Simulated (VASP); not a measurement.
Calculation: r2SCAN meta-GGA, VASP's PBE PAW potentials (set 64) (plane waves; VASP).

VASP input:

**POSCAR**
```
CdSe
1
   -0.0000000000     3.0629697318     3.0629697318
    3.0629697318    -0.0000000000     3.0629697318
    3.0629697318     3.0629697318    -0.0000000000
Cd Se
1 1
Direct
  0.0000000000   0.0000000000   0.0000000000
  0.2500000000   0.2500000000   0.2500000000
```

### INCAR
```
SYSTEM = CdSe
IBRION = 2
LCHARG = F
LWAVE = F
ENCUT = 400
LASPH = T   ! aspherical one-centre terms
ISMEAR = 0
PREC = Accurate
LMIXTAU = T
EDIFF = 1E-6   ! SCF stop (eV)
METAGGA = R2SCAN
NSW = 60   ! most ionic steps
EDIFFG = -0.01   ! ionic stop
ISIF = 3   ! ions, shape and volume
SIGMA = 0.05
NELM = 100   ! most electronic steps
ALGO = Normal   ! blocked Davidson
LREAL = F   ! projection in real space or not
LMAXMIX = 4
```

### KPOINTS
```
Automatic
0
gamma
 7 7 7
0 0 0
```

POTCAR, in this order: Cd Se (PBE.64 set). Program: vasp_std.

### Question
What will the output report for the number of irreducible k-points (NKPTS), largest plane-wave count, number of space-group operations, FFT grid (NGX, NGY, NGZ)?

### Answer

- number of irreducible k-points (NKPTS) = 20
- largest plane-wave count = 1051
- number of space-group operations = 24
- FFT grid (NGX, NGY, NGZ) = 28 × 28 × 28

The compound is CdSe in the zinc blende structure, whereas wurtzite is the usual form. It was relaxed first. The start is the result of an earlier pass.
